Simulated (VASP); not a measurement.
Input of a VASP 6.6.1 run:

Contents of INCAR:

```
SYSTEM = KCaF3
PREC = Accurate ; ENCUT = 520
EDIFF = 1E-6 ; ISMEAR = 0
SIGMA = 0.05 ; LREAL = .FALSE.
LASPH = .TRUE. ; NELM = 60
ALGO = Normal ; ISIF = 2
LWAVE = .FALSE. ; LCHARG = .FALSE.
GGA = CA ; NBANDS = 28
```

KPOINTS

```
regular mesh
0
G
  6 6 6
  0 0 0
```

POSCAR

```
KCaF3
1.0
    4.1064277306      0.0000000000      0.0000000000
    0.0000000000      4.1064277306      0.0000000000
    0.0000000000      0.0000000000      5.3383560498
K Ca F
1 1 3
Direct
    0.5000000000      0.5000000000      0.5000000000
    0.0000000000      0.0000000000      0.0000000000
    0.0000000000      0.5000000000      0.0000000000
    0.0000000000      0.0000000000      0.5000000000
    0.5000000000      0.0000000000      0.0000000000
```

Potentials or basis: VASP PAW LDA potentials, release 64 (K_sv, Ca_sv, F).

Launch:

```console
$ cat potpaw_LDA.64/K_sv/POTCAR potpaw_LDA.64/Ca_sv/POTCAR potpaw_LDA.64/F/POTCAR > POTCAR
$ mpirun -np 1 vasp_std > vasp.out
```

(1) Predict the band gap on the k mesh.

(2) Estimate the pressure.

Results:

(1) 5.52 eV, direct.

(2) 1.0 GPa.
